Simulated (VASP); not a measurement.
Input:

```yaml
crystal:
  lattice:
    - [1.23401, -2.13736, 0.00000]
    - [1.23401, 2.13736, 0.00000]
    - [0.00000, 0.00000, 6.52964]
  atoms:
    - { symbol: C, position: [0.00000, 0.00000, 0.25000] }
    - { symbol: C, position: [0.00000, 0.00000, 0.75000] }
    - { symbol: C, position: [0.33333, 0.66667, 0.25000] }
    - { symbol: C, position: [0.66667, 0.33333, 0.75000] }
```

All values below come from vdW-DF-cx, VASP's PBE PAW potentials (set 64) (plane waves; VASP 6.6.1). Numerical set-up: 520 eV cut-off, 11×11×4 Γ-centred mesh, tetrahedra with Blöchl corrections, potentials C.

Problem. What does the run give for the energy per atom (σ→0)?

Solution. 
```yaml
energy per atom (σ→0): -8.168 eV/atom
```

Only differences to runs with the same potentials and settings are physical.

The compound is C in the graphite structure. It was relaxed first.
